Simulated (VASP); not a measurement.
Data:

```
CaSe
1.0
    0.00000     2.97114     2.97114
    2.97114     0.00000     2.97114
    2.97114     2.97114     0.00000
Ca Se
1 1
Cartesian
  0.00000   0.00000   0.00000
  2.97114   2.97114   2.97114
```

Method: r2SCAN meta-GGA, VASP's PBE PAW potentials (set 64) (plane waves; VASP 6.6.1). Numerical set-up: 400 eV cut-off, 7×7×7 Γ-centred mesh, Gaussian smearing of 0.050 eV, potentials Ca_sv Se.

Question: What does the run give for the energy per atom (σ→0)?

Answer: 
```
Quantity                         Value
---------------------  ---------------
energy per atom (σ→0)  -12.989 eV/atom
```

Total energies compare only between runs with the same potentials, cut-off and functional.

The compound is CaSe in the rock salt structure. It was relaxed first. The start is the result of an earlier pass.
